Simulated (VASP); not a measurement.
Data:

```yaml
crystal:
  lattice:
    - [0.00000, 2.90154, 2.90154]
    - [2.90154, 0.00000, 2.90154]
    - [2.90154, 2.90154, 0.00000]
  atoms:
    - { symbol: Ge, position: [0.00000, 0.00000, 0.00000] }
    - { symbol: Ge, position: [0.25000, 0.25000, 0.25000] }
```

These are optB88-vdW, VASP's PBE PAW potentials (set 64) (plane waves; VASP) values and carry that method's errors. Run with 520 eV cut-off, 11×11×11 Γ-centred mesh, first-order Methfessel-Paxton smearing of 0.10 eV, potentials Ge_d.

### Question
Give the stress tensor in GPa (positive for a compressed cell).

### Answer

```
-1.56   0.00   0.00
 0.00  -1.56   0.00
 0.00   0.00  -1.56
```
The pressure is its mean diagonal, -1.56 GPa.

The compound is Ge in the diamond structure. This cell is one point of a volume scan, at 1.03 of the reference volume.
